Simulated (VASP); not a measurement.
```xyz
6
Lattice="4.4773 0.0000 0.0000 0.0000 4.4773 0.0000 0.0000 0.0000 2.9899" Properties=species:S:1:pos:R:3 pbc="T T T"
Mg     0.0000     0.0000     0.0000
Mg     2.2386     2.2386     1.4950
H      1.3611     1.3611     0.0000
H      3.5997     0.8776     1.4950
H      0.8776     3.5997     1.4950
H      3.1162     3.1162     0.0000
```

These are r2SCAN meta-GGA, VASP's PBE PAW potentials (set 64) (plane waves; VASP) values and carry that method's errors. Numerical set-up: PREC = Normal, EDIFF = 1E-5, 400 eV cut-off, 7×7×10 Γ-centred mesh, Gaussian smearing of 0.050 eV, potentials Mg H.

Problem. Estimate the energy per atom (σ→0).

Solution. 
energy per atom (σ→0): -3.952 eV/atom

Total energies compare only between runs with the same potentials, cut-off and functional.

The compound is MgH2 in the rutile structure. It was relaxed first.
